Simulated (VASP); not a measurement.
Here is the system:

```
KOsO3
1.0
    3.88574     0.00000     0.00000
    0.00000     3.88574     0.00000
    0.00000     0.00000     3.88574
K Os O
1 1 3
Direct
  0.00000   0.00000   0.00000
  0.50000   0.50000   0.50000
  0.50000   0.50000   0.00000
  0.00000   0.50000   0.50000
  0.50000   0.00000   0.50000
```

Level of theory: PBEsol GGA, VASP's PBE PAW potentials (set 64) (plane waves; VASP). Settings: 520 eV cut-off, Gaussian smearing of 0.050 eV, potentials K_sv Os O.

**Question.** Give the energies of bands 8 to 20 at the high-symmetry points, in eV from the Fermi level.

**Answer.** 
```tsv
band	Γ	X	M	R
8	-5.51	-9.22	-9.27	-9.26
9	-5.51	-5.78	-9.24	-9.26
10	-5.51	-5.78	-7.70	-9.16
11	-3.32	-5.42	-6.09	-6.94
12	-3.32	-5.42	-6.09	-6.94
13	-3.32	-4.50	-4.84	-6.94
14	-3.21	-3.83	-3.69	-2.17
15	-3.21	-3.26	-3.69	-2.17
16	-3.21	-3.26	-2.22	-2.17
17	-2.96	-3.14	0.28	1.24
18	-2.96	0.30	0.28	1.24
19	-2.96	0.30	1.04	1.24
20	0.52	0.53	1.89	7.02
```

It has no gap at this level: it comes out as a metal or semimetal.

The structure comes from a computed database's KOsO3 entry (Pm-3m); how it stands against other phases isn't given here. It was relaxed first. The electron count is odd and the run is not spin-polarised, which forces a metal.
